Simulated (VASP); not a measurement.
VASP input:

### KPOINTS
```
Automatic mesh
0
Gamma
13 13 13
0 0 0
```

File POSCAR:
```
Pb
3.6245460
  0.0000000000   0.7071068318   0.7071068318
  0.7071068318   0.0000000000   0.7071068318
  0.7071068318   0.7071068318   0.0000000000
Pb
1
Direct
  0.0000000000   0.0000000000   0.0000000000
```

### INCAR
```
SYSTEM = Pb
PREC = Accurate
ENCUT = 520
EDIFF = 1E-7
NELM = 100
ALGO = Normal
LREAL = .FALSE.
LASPH = .TRUE.
ISMEAR = 1
SIGMA = 0.1
GGA = PE
LMAXMIX = 4
LWAVE = .FALSE.
LCHARG = .FALSE.
ISIF = 2
```

POTCAR, in this order: Pb_d (PBE.64 set). Program: vasp_std.

Problem. Translate this PBE calculation to Ansatz.

Solution. One equivalent input (not run):
Ansatz 0.2 input:
```yaml
crystal:
  lattice:
    - [0.0000000, 2.5629412, 2.5629412]
    - [2.5629412, 0.0000000, 2.5629412]
    - [2.5629412, 2.5629412, 0.0000000]
  atoms:
    - { symbol: Pb, position: [0.0000000, 0.0000000, 0.0000000] }
kpoints:
  mp_grid: { grid: [13, 13, 13] }
hamiltonian:
  xc: pbe
  pseudopotentials: { kind: paw }
scf:
  occupations: { method: methfessel_paxton, width: 0.1 }
  max_iter: 100
output: { forces: true, stress: true, eigenvalues: true }
```
Limits of the translation: each code has its own PAW files, so the cut-off isn't converted (ENCUT is set for VASP's; basis.ecutwfc is left out, and Ansatz then takes the one that its files recommend); Ansatz stops its SCF on the density residual and VASP on the energy change (EDIFF).

The compound is Pb in the fcc structure. This cell is one point of a volume scan, at 1.06 of the reference volume.
